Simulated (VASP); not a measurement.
Calculation: SCAN meta-GGA, VASP's PBE PAW potentials (set 64) (plane waves; VASP).

The input files of a VASP run:

### POSCAR
```
SiC
1
    3.0714938864     0.0000000000     0.0000000000
   -1.5357469432     2.6599915917     0.0000000000
    0.0000000000     0.0000000000     5.0433060311
Si C
2 2
Direct
  0.6666670000   0.3333330000   0.9996373447
  0.3333330000   0.6666670000   0.4996373447
  0.6666670000   0.3333330000   0.3753626553
  0.3333330000   0.6666670000   0.8753626553
```

INCAR:
```
ALGO = Normal
CSHIFT = 0.1
EDIFF = 1E-7
ENCUT = 520
ISMEAR = 0
LASPH = T
LCHARG = F
LMIXTAU = T
LOPTICS = T
LPEAD = T
LREAL = F
LWAVE = F
METAGGA = SCAN
NBANDS = 36
NEDOS = 1001
NELM = 100
PREC = Accurate
SIGMA = 0.01
SYSTEM = SiC
```

**KPOINTS**
```
Automatic mesh
0
G
  11 11 6
0 0 0
```

POTCAR, in this order: Si C (PBE.64 set). Program: vasp_std.

**Question.** What will the output report for the number of irreducible k-points (NKPTS), largest plane-wave count, number of space-group operations, FFT grid (NGX, NGY, NGZ)?

**Answer.** 
```
Item                                           Value
--------------------------------------  ------------
number of irreducible k-points (NKPTS)            64
largest plane-wave count                        1122
number of space-group operations                  12
FFT grid (NGX, NGY, NGZ)                24 × 24 × 40
```

The structure comes from a measured SiC entry (P6_3mc) of the Crystallography Open Database, whose conditions weren't checked. It was relaxed first.
